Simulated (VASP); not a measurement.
Here is the system:

```xyz
2
Lattice="0.0000 2.2830 2.2830 2.2830 0.0000 2.2830 2.2830 2.2830 0.0000" Properties=species:S:1:pos:R:3 pbc="T T T"
B      0.0000     0.0000     0.0000
P      1.1415     1.1415     1.1415
```

These are MS2 meta-GGA, VASP's PBE PAW potentials (set 64) (plane waves; VASP) values and carry that method's errors. Numerical set-up: 520 eV cut-off, 10×10×10 Γ-centred mesh, Gaussian smearing of 0.050 eV, potentials B P.

Give the stress tensor in GPa (positive for a compressed cell).

```
-4.94   0.00   0.00
 0.00  -4.94   0.00
 0.00   0.00  -4.94
```
The pressure is its mean diagonal, -4.94 GPa.

The compound is BP in the zinc blende structure. This cell is one point of a volume scan, at 1.03 of the reference volume.
